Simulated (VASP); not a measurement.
Output of a VASP run:

OSZICAR:
```
       N       E                     dE             d eps       ncg     rms          rms(c)
DAV:   1     0.291207410984E+04    0.29121E+04   -0.81266E+04  6210   0.169E+03
DAV:   2     0.382796270855E+03   -0.25293E+04   -0.24109E+04  6218   0.566E+02
DAV:   3    -0.227473710808E+03   -0.61027E+03   -0.58468E+03  7394   0.247E+02
DAV:   4    -0.278871455153E+03   -0.51398E+02   -0.51244E+02  8612   0.792E+01
DAV:   5    -0.282573764380E+03   -0.37023E+01   -0.37010E+01  9838   0.169E+01    0.664E+01
DAV:   6    -0.216366385060E+03    0.66207E+02   -0.43014E+02  8539   0.102E+02    0.254E+01
DAV:   7    -0.215724600062E+03    0.64178E+00   -0.66694E+01  8896   0.324E+01    0.160E+01
DAV:   8    -0.215865478086E+03   -0.14088E+00   -0.16812E+01  8513   0.197E+01    0.849E+00
DAV:   9    -0.215089651892E+03    0.77583E+00   -0.79771E+00  8613   0.129E+01    0.251E+00
DAV:  10    -0.215086013461E+03    0.36384E-02   -0.63345E-01  9381   0.317E+00    0.575E-01
DAV:  11    -0.215081707098E+03    0.43064E-02   -0.57679E-02  8644   0.968E-01    0.217E-01
DAV:  12    -0.215082104726E+03   -0.39763E-03   -0.32365E-03  8554   0.259E-01    0.100E-01
DAV:  13    -0.215082116059E+03   -0.11333E-04   -0.12131E-03  7428   0.132E-01    0.448E-02
DAV:  14    -0.215082098515E+03    0.17544E-04   -0.15683E-04  4293   0.658E-02
   1 F= -.21508210E+03 E0= -.21502127E+03  d E =-.121660E+00
```

File OUTCAR:
```
------------------------ aborting loop because EDIFF is reached ----------------------------------------
  FORCE on cell =-STRESS in cart. coord.  units (eV):
  Direction    XX          YY          ZZ          XY          YZ          ZX
  --------------------------------------------------------------------------------------
  Total        4.3328296      4.0224171      3.7209308      0.0000000      0.0000000      0.0000000
  in kB       27.3415045     25.3827054     23.4802323      0.0000000      0.0000000      0.0000000
  external PRESSURE =      25.4014808 kB  Pullay stress =       0.0000000 kB
  volume of cell :      253.90
      direct lattice vectors                 reciprocal lattice vectors
     5.118740000  0.000000000  0.000000000     0.195360577  0.000000000  0.000000000
     0.000000000  9.139954000  0.000000000     0.000000000  0.109409741  0.000000000
     0.000000000  0.000000000  5.426911000     0.000000000  0.000000000  0.184266888
 POSITION                                       TOTAL-FORCE (eV/Angst)
 -----------------------------------------------------------------------------------
      0.70593      3.39120      2.18477         0.050677     -0.066720      0.043093
      4.41281      5.74876      3.24215        -0.050677      0.066720     -0.043093
      1.85344      5.74876      4.89822        -0.050677      0.066720      0.043093
      3.26530      3.39120      0.52869         0.050677     -0.066720     -0.043093
      3.26530      1.17878      3.24215         0.050677      0.066720     -0.043093
      1.85344      7.96117      2.18477        -0.050677     -0.066720      0.043093
      4.41281      7.96117      0.52869        -0.050677     -0.066720     -0.043093
      0.70593      1.17878      4.89822         0.050677      0.066720      0.043093
      2.37873      2.46514      2.11644         0.022445     -0.067170      0.036407
      2.74001      6.67482      3.31047        -0.022445      0.067170     -0.036407
      0.18064      6.67482      4.82990        -0.022445      0.067170      0.036407
      4.93810      2.46514      0.59701         0.022445     -0.067170     -0.036407
      4.93810      2.10484      3.31047         0.022445      0.067170     -0.036407
      0.18064      7.03511      2.11644        -0.022445     -0.067170      0.036407
      2.74001      7.03511      0.59701        -0.022445     -0.067170     -0.036407
      2.37873      2.10484      4.82990         0.022445      0.067170      0.036407
      4.18012      0.09579      4.61933        -0.161786     -0.115239     -0.072010
      0.93862      9.04417      0.80758         0.161786      0.115239      0.072010
      3.49799      9.04417      1.90588         0.161786      0.115239     -0.072010
      1.62075      0.09579      3.52103        -0.161786     -0.115239      0.072010
      1.62075      4.47419      0.80758        -0.161786      0.115239      0.072010
      3.49799      4.66576      4.61933         0.161786     -0.115239     -0.072010
      0.93862      4.66576      3.52103         0.161786     -0.115239      0.072010
      4.18012      4.47419      1.90588        -0.161786      0.115239     -0.072010
 -----------------------------------------------------------------------------------
    total drift:                               -0.000000      0.000000      0.000000
  FREE ENERGIE OF THE ION-ELECTRON SYSTEM (eV)
  ---------------------------------------------------
  free  energy   TOTEN  =      -215.0820985149 eV

  energy  without entropy=     -214.9604384621  energy(sigma->0) =     -215.02126849
```
(Selected blocks of OUTCAR.)

**POSCAR**
```
TiO2
1
    5.1187400000     0.0000000000     0.0000000000
    0.0000000000     9.1399540000     0.0000000000
    0.0000000000     0.0000000000     5.4269110000
Ti O
8 16
Direct
  0.1379100000   0.3710300000   0.4025800000
  0.8620900000   0.6289700000   0.5974200000
  0.3620900000   0.6289700000   0.9025800000
  0.6379100000   0.3710300000   0.0974200000
  0.6379100000   0.1289700000   0.5974200000
  0.3620900000   0.8710300000   0.4025800000
  0.8620900000   0.8710300000   0.0974200000
  0.1379100000   0.1289700000   0.9025800000
  0.4647100000   0.2697100000   0.3899900000
  0.5352900000   0.7302900000   0.6100100000
  0.0352900000   0.7302900000   0.8899900000
  0.9647100000   0.2697100000   0.1100100000
  0.9647100000   0.2302900000   0.6100100000
  0.0352900000   0.7697100000   0.3899900000
  0.5352900000   0.7697100000   0.1100100000
  0.4647100000   0.2302900000   0.8899900000
  0.8166300000   0.0104800000   0.8511900000
  0.1833700000   0.9895200000   0.1488100000
  0.6833700000   0.9895200000   0.3511900000
  0.3166300000   0.0104800000   0.6488100000
  0.3166300000   0.4895200000   0.1488100000
  0.6833700000   0.5104800000   0.8511900000
  0.1833700000   0.5104800000   0.6488100000
  0.8166300000   0.4895200000   0.3511900000
```

### Question
Reconstruct the remaining input files.

### Answer
Several could match; the one computed here: the input of the run itself, PBE GGA, plane waves, VASP's PBE PAW potentials (set 64).

**INCAR**
```
ALGO  =  Normal
EDIFF  =  1E-04
ENCUT  =  400
GGA  =  PE
ISIF  =  2
ISMEAR  =  -1
LASPH  =  .TRUE.
LCHARG  =  .FALSE.
LMAXMIX  =  4
LREAL  =  Auto
LWAVE  =  .FALSE.
NELM  =  100
PREC  =  Accurate
SIGMA  =  0.272
SYSTEM  =  TiO2
```

### KPOINTS
```
Regular mesh
0
Gamma
4 4 4
```

POTCAR, in this order: Ti_sv O (PBE.64 set). Program: vasp_std.

At this cut-off the stress carries a Pulay error, which pulls relaxed volumes low.

The structure comes from a computed database's TiO2 entry, a phase known from measurement. The cell was not relaxed at this level. The run is one of a series of settings (EDIFF = 1E-04, ISMEAR = -1, SIGMA = 0.272, KPOINTS 4×4×4 Γ-centred mesh against the base run), some of them coarse on purpose.
